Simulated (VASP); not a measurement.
The system is InSb.

```
CELL_PARAMETERS angstrom
0.00000 3.26032 3.26032
3.26032 0.00000 3.26032
3.26032 3.26032 0.00000
ATOMIC_POSITIONS crystal
In 0.00000 0.00000 0.00000
Sb 0.25000 0.25000 0.25000
```

Base run:

```yaml
Program: VASP 6.6.1
Functional: PBE0
Potentials_or_basis: VASP PAW PBE potentials, release 64 (In_d, Sb)
Cutoff: 520 eV
k_mesh: 6 × 6 × 6
Occupations: gaussian, width 0.03 eV
Spin: no spin polarisation
```

Its results: band gap on the k mesh 0.95 eV, direct; pressure -0.2 GPa.

Problem. The run is repeated on the same cell with these changes: functional from PBE0 to HSE06. What comes out?

Solution. Band gap on the k mesh 0.41 eV, direct; pressure 0.1 GPa.

Caveats: the PAW data sets were made with another functional, which shifts forces and pressure a little; spin-orbit coupling is left out, which moves the levels of the heavy elements.
